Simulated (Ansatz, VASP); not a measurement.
# LiBe in two plane-wave programs, part 2 of 2

Aim: how closely do two programs agree when they are given the same cell, functional and k mesh? The cell is taken from a series of runs on this material, whose earlier steps may have relaxed, scaled, displaced or heated it; both programs get it as it stands.

VASP 6.6.1 and Ansatz 0.2.0.

So far: Starting point; VASP: zone-centre phonons, PBEsol.

## 3. Ansatz: zone-centre phonons, PBEsol

Level of this step: Ansatz beside VASP: Kohn-Sham DFT, plane waves, PBEsol (Ansatz).

Ansatz runs on its PAW soft_1 files.

The same cell, functional, mesh and smearing now go to Ansatz, which takes its cutoff from its data sets.

input.yaml reads:

```yaml
crystal:
  lattice:
    - [2.8297366627, 0.0, 0.0]
    - [0.0, 2.8297366627, 0.0]
    - [0.0, 0.0, 2.8297366627]
  atoms:
    - { symbol: Li, position: [0.0, 0.0, 0.0] }
    - { symbol: Be, position: [0.5, 0.5, 0.5] }
kpoints:
  mp_grid: { grid: [16, 16, 16] }
hamiltonian:
  xc: pbesol
  pseudopotentials: { kind: paw, azcp: { folder: soft_1 }, xc_functional: pbe }
scf:
  occupations: { method: methfessel_paxton, width: 0.2 }
output:
  eigenvalues: true
phonons:
  method: dfpt
  qmesh: [4, 4, 4]
  temperatures: { t_max: 1000, t_step: 50 }
  qpath:
    path:
      - [[0.0, 0.0, 0.0], [0.0, 0.5, 0.0], [0.5, 0.5, 0.0], [0.0, 0.0, 0.0], [0.5, 0.5, 0.5], [0.0, 0.5, 0.0]]
      - [[0.5, 0.5, 0.5], [0.5, 0.5, 0.0]]
    npoints: 10
```

Command:

```bash
> ansatz run input.yaml --threads 4 --pin off --max-ram 10240MiB --backend cpu --events-out ev --progress --plain --runs-dir out
```

Numbers of over 12 decimals in the logs are rounded to 6 here.

The program printed:

```text
Engine: ansatz 0.2.0, aarch64-unknown-linux-gnu
Pseudopotentials: kind: paw
Pseudopotential: Li, paw, valence charge 3, recommended cutoff 420 eV (normal), soft_1/Li.paw.azcp
Pseudopotential: Be, paw, valence charge 2, recommended cutoff 420 eV (normal), soft_1/Be.paw.azcp
Functional definition: PBEsol
  exchange = pbesol_x
  correlation = pbesol_c
Crystal: 2 atoms, lattice volume = 22.659 Å³
Basis set: ecut = 420 eV, 461 PW (Γ), exchange–correlation on 40×40×40 points (8 copies of the dense FFT grid, shifted against one another)
Bands: 7, of which v1, the nominal top of the filled ones, is band 3 counted from 1 (2 counted from 0)
Symmetry: 48 space group operations
k-points: 165 of 4096
Non-local potential: Li, projectors of the file, l = 0: 3, l = 1: 2, l = 2: 1
Non-local potential: Be, projectors of the file, l = 0: 2, l = 1: 2, l = 2: 1
PAW form: soft (Blöchl's): semilocal exchange-correlation on the pseudo side does not see the compensation charge
PAW frozen core: Be, regenerated for the run's functional, and the local potential with it (the file was generated under x = pbe(κ = 0.804, μ = 0.219515), c = pbe(β = 0.066725))
PAW one-centre angular grid: Li, 110 points (default); XC on 64 Gauss nodes
PAW one-centre angular grid: Be, 110 points (default); XC on 64 Gauss nodes
Initial density: superposition of atomic densities (chi_scale 0.1, normalization cell, long waves kept (reshape's long-wave potential 0.00 eV rms))
Initial wavefunctions: pseudopotential atomic-orbital guess
Functional: x = pbesol(κ = 0.804, μ = 0.123457), c = pbesol(β = 0.046)
SCF iter   1: F=—  HF=-292.632076 eV  |F-HF|=—  |Δ(HF+E_count)|=         —  Δρ=9.31e-3  dr2=1.99e-2  ethr=3.10e-3  ⟨swp⟩=5.3  Hψ=8860  notcnv=0
preconditioner: auto → none  [metal: Δε(μ)=0.104 eV  Ē_g=10.307 eV  σ=0.200 eV  W_gap=0.41  n_scr=0 (ndim 8)  ℏωp=13.5 eV  f_vac=0.000  D(μ)=0.33/eV (n_scr^D=0)]
SCF iter   2: F=—  HF=-292.605659 eV  |F-HF|=—  |Δ(HF+E_count)|=   2.64e-2  S|Δr|=    0.00e0  Δρ=4.17e-3  dr2=3.07e-3  ethr=3.99e-4  ⟨swp⟩=1.0  Hψ=2475  notcnv=0
SCF iter   3: F=—  HF=-292.607477 eV  |F-HF|=—  |Δ(HF+E_count)|=   1.82e-3  S|Δr|=    0.00e0  Δρ=3.46e-4  dr2=1.32e-5  ethr=6.13e-5  ⟨swp⟩=2.1  Hψ=1497  notcnv=0  defer=1
SCF iter   4: F=—  HF=-292.607498 eV  |F-HF|=—  |Δ(HF+E_count)|=   2.12e-5  S|Δr|=    0.00e0  Δρ=2.77e-5  dr2=6.37e-8  ethr=2.64e-7  ⟨swp⟩=2.0  Hψ=1359  notcnv=0  defer=1
SCF iter   5: F=—  HF=-292.607498 eV  |F-HF|=—  |Δ(HF+E_count)|=   3.71e-7  S|Δr|=    0.00e0  Δρ=2.36e-6  dr2=6.21e-10  ethr=1.27e-9  ⟨swp⟩=2.7  Hψ=1510  notcnv=0  defer=1
SCF iter   6: F=-292.607498 eV  HF=-292.607498 eV  |F-HF|=3.41e-13  |Δ(HF+E_count)|=  1.04e-10  S|Δr|=    0.00e0  Δρ=1.03e-7  dr2=1.93e-12  ethr=1.00e-12  ⟨swp⟩=5.9  Hψ=3786  notcnv=0
the search or the solves at the SCF's close seem to have found levels that the self-consistency loop had missed (the run counts 2). By its estimate they hold under 1e-12 electrons; where the run keeps them, the occupations were computed again with them
SCF 1 converged in 6 iterations: F = -292.607498 eV  dr2 = 1.93e-12
  greatest PAW one-centre occupation: 1.000 electrons in one spin orbital (limit 2), on the Li atom at site 0 (counted from 0), in its partial waves of l = 0
phonons: the bands overlap, so this run is a metal and interpolates without the dipole-dipole term. If the crystal is really an insulator or semiconductor, its LO-TO splitting is missing
NSCF: frozen V_eff on 165 k-points
NSCF: frozen V_eff on 405 k-points
DFPT response loops at q = (0, 0, 0) (fractional): preconditioner auto → Kerker (q_TF=auto, 2.121 Å⁻¹) (partly filled bands, converged f_vac=0.000); β = 1.00, the filter's whole step (`scf.mixing.beta` (0.50) is not read by the response loops under this deck's `scf.mixing.preconditioner`; to damp them name `kerker` or `kerker_dos`, under which they read `scf.mixing.beta`, and type it under 1.00, their step now; both keys bind the ground state too); Broyden in place of MSR1
NSCF: frozen V_eff on 2592 k-points
DFPT response loops at q = (0, 0, 0.25) (fractional): mixed as the last ones told, above
NSCF: frozen V_eff on 1458 k-points
DFPT response loops at q = (0, 0, -0.5) (fractional): mixed as the last ones told, above
NSCF: frozen V_eff on 4608 k-points
DFPT response loops at q = (0, 0.25, 0.25) (fractional): mixed as the last ones told, above
NSCF: frozen V_eff on 2592 k-points
DFPT response loops at q = (0, 0.25, -0.5) (fractional): mixed as the last ones told, above
NSCF: frozen V_eff on 1458 k-points
DFPT response loops at q = (0, -0.5, -0.5) (fractional): mixed as the last ones told, above
NSCF: frozen V_eff on 4352 k-points
DFPT response loops at q = (0.25, 0.25, 0.25) (fractional): mixed as the last ones told, above
NSCF: frozen V_eff on 4608 k-points
DFPT response loops at q = (0.25, 0.25, -0.5) (fractional): mixed as the last ones told, above
NSCF: frozen V_eff on 2592 k-points
DFPT response loops at q = (0.25, -0.5, -0.5) (fractional): mixed as the last ones told, above
NSCF: frozen V_eff on 810 k-points
DFPT response loops at q = (-0.5, -0.5, -0.5) (fractional): mixed as the last ones told, above
SCF converged after 6 iterations
Stability not checked: this state was not tested for a lower state beside it, because cold or Methfessel-Paxton smearing, or corrected tetrahedra, fill the levels in a way that the test cannot read (fill_not_monotonic; see scf.lower_state_search)
Free energy (F): -292.607498 eV
Harris-Foulkes:  -292.607498 eV  (|F-HF|=3.41e-13)
Internal energy: -292.609907 eV  (E = F + TS)
E sigma→0 (E₀):  -292.608101 eV
Entropy (-TS):   0.002408 eV (1.204 meV/atom)
Fermi energy:    3.518383 eV
--- Per-component energies (eV) ---
  E_band       = -78.171119
  E_kinetic    = 34.546084
  E_local      = -124.435300  (includes V_loc(G=0)·N_el)
  E_nonlocal   = -15.041924
  E_hartree    = 37.593648
  E_xc         = -27.624103
  E_vxc        = -30.365908  (∫ρ·V_xc dr)
  E_paw        = -79.325504  (= ΣΔE_a)
  E_vpaw       = -18.061611  (= ΣTr[D̂ρ^β])
  E_aug_tail   = 0.000252  (compensation charges beyond the density's cutoff)
  E_ewald      = -118.332590
  E_core_change = 0.009531  (= ΣΔE_core)
  E_smearing   = 0.002408  (= −TS)
  E_closure    = 0.000000  (closes the sum)
  Σ components = -292.607498   (vs F -292.607498, Δ=0.00e0)
--- Band table (eV; the first three rows and the last of 165) ---
  k-point 0: bands = ["-40.5696", "-2.9354", "9.5963", "9.5963", "9.5963", "14.0948", "14.0948"]
  k-point 1: bands = ["-40.5688", "-2.8859", "8.9664", "9.6594", "9.6594", "14.1672", "14.8183"]
  k-point 2: bands = ["-40.5668", "-2.7371", "7.6859", "9.8473", "9.8473", "14.3843", "16.3402"]
  k-point 164: bands = ["-40.5157", "5.8900", "5.8900", "5.8900", "8.4277", "8.4277", "8.4277"]
--- Phonons (Γ-DFPT): 2 representative perturbations + reference (Σ response iterations 6) ---
  ASR residual: 1.906e-5 → 0.000e0 eV/Å²; symmetrization residual: 2.141e-7 eV/Å²
  ASR residual per site (eV/Å²): 1.91e-5 3.33e-6
  Γ frequencies (cm⁻¹): 0.00 0.00 0.00 543.25 543.25 543.25
--- Phonons (arbitrary-q DFPT): 10 irreducible q on the 4×4×4 mesh ---
  q = [0.0000, 0.0000, 0.0000] (star 1, of the zone-centre solve; hermiticity 1.01e-7, symmetrization 5.47e-14): -0.00 -0.00 -0.00 543.25 543.25 543.25
  q = [0.0000, 0.0000, 0.2500] (star 6, 4 solved perturbations in 4032 linear systems a pass and spin channel, the states on 1296 of 4096 k-point pairs; hermiticity 9.56e-8, symmetrization 5.25e-15): 164.21 224.18 224.18 474.36 508.48 508.48
  q = [0.0000, 0.0000, -0.5000] (star 3, 4 solved perturbations in 2268 linear systems a pass and spin channel, the states on 729 of 4096 k-point pairs; hermiticity 4.92e-9, symmetrization 5.27e-10): 137.27 384.46 384.46 419.71 419.71 433.22
  q = [0.0000, 0.2500, 0.2500] (star 12, 4 solved perturbations in 7056 linear systems a pass and spin channel, the states on 2304 of 4096 k-point pairs; hermiticity 7.54e-8, symmetrization 2.37e-14): -35.78 265.81 293.37 425.39 477.06 513.31
  q = [0.0000, 0.2500, -0.5000] (star 12, 6 solved perturbations on 1296 of 4096 k-point pairs; hermiticity 1.14e-8, symmetrization 5.64e-9): -53.80 165.23 397.81 401.27 477.16 502.20
  q = [0.0000, -0.5000, -0.5000] (star 3, 4 solved perturbations in 2268 linear systems a pass and spin channel, the states on 729 of 4096 k-point pairs; hermiticity 4.60e-9, symmetrization 2.87e-12): -103.46 -103.46 398.71 423.74 524.91 524.91
  q = [0.2500, 0.2500, 0.2500] (star 8, 2 solved perturbations on 2176 of 4096 k-point pairs; hermiticity 4.73e-8, symmetrization 3.08e-14): 200.79 200.79 249.57 435.78 492.25 492.25
  q = [0.2500, 0.2500, -0.5000] (star 12, 4 solved perturbations in 7056 linear systems a pass and spin channel, the states on 2304 of 4096 k-point pairs; hermiticity 8.73e-9, symmetrization 1.13e-9): 107.04 220.18 288.15 450.11 462.93 511.39
  q = [0.2500, -0.5000, -0.5000] (star 6, 4 solved perturbations in 4032 linear systems a pass and spin channel, the states on 1296 of 4096 k-point pairs; hermiticity 4.36e-9, symmetrization 3.99e-11): 162.85 162.85 309.00 435.25 509.29 509.29
  q = [-0.5000, -0.5000, -0.5000] (star 1, 2 solved perturbations on 405 of 4096 k-point pairs; hermiticity 1.14e-11, symmetrization 5.71e-12): 267.44 267.44 267.44 487.49 487.49 487.49
  sum rule: each row above includes the acoustic sum rule's correction from the zone centre's row sums; it moved no ω² by more than (0.86 cm⁻¹)²
  mesh force constants: q→R imaginary residual 2.72e-18; ASR residual 1.906e-5 → 0.000e0 eV/Å²; symmetrization residual 5.329e-15 eV/Å²
  interpolated dispersion: 62 rows × 6 modes
  density of states and harmonic sums: on the 24×24×24 q-mesh, interpolated from the force constants of a 4×4×4 supercell (no non-analytic term)
  largest difference from the sums on the solved wave vectors: F 7.36e-2 eV, S 9.89e-5 and C_V 2.69e-5 eV/K
  zero-point energy: 0.125617 eV/cell   skipped modes (ω ≤ 0): 113, of them read as no rigid motion or as one in doubt: 110 (2.209e-1 modes/cell left out, lowest -103.46 cm⁻¹)   left out of the sums: 3.69e-2 of the cell's modes: C_V's classical limit lies that fraction below 3 k_B per atom; for a crystal, a wire or a layer, F and S can be off by more, and a phonons.interpolated_qmesh denser along its periods is the remedy for the sampling
```

## 4. Comparison

Known differences besides the potentials themselves: VASP's run holds the zone centre alone; the cutoff is 420 eV in Ansatz and 750 eV in VASP; Ansatz makes its cores anew for this functional, VASP keeps those of its PBE data sets. Total energies have different zeros and are not compared.

The two programs side by side:

```tsv
quantity	Ansatz	VASP	difference
optical mode 1 to 3 (cm⁻¹)	543.2	543.0	+0.05 %
```

Modes are paired by rising frequency, not by their patterns, so a pair may set unlike modes beside each other; they are those without the splitting of longitudinal modes.

## 5. What came out

```yaml
r_m_s_difference_of_the_optical_zone_centre_modes_each_program_s_sorted_by_frequency_zone_centre_phonons_pbesol: 0.27 cm⁻¹
```

In words: The r.m.s. difference of the optical zone-centre modes, each program's sorted by frequency is 0.27 cm⁻¹ (zone-centre phonons, PBEsol). Such differences can come from data sets, numerical settings and the points named under the comparisons, not from the functional's error against experiment.

[Lines on the potential files, build, host, timing and source positions are cut from VASP's logs without a mark.]

[Logs are printed without paths, hosts, clocks, repeated set-up lines and the standing remarks that a program may print on its own settings, such as how far it seeks lower states.]

[Hosts, paths, dates, database ids (printed as entryN), source tags and the programs' standing remarks are cut or masked in the printed files.]
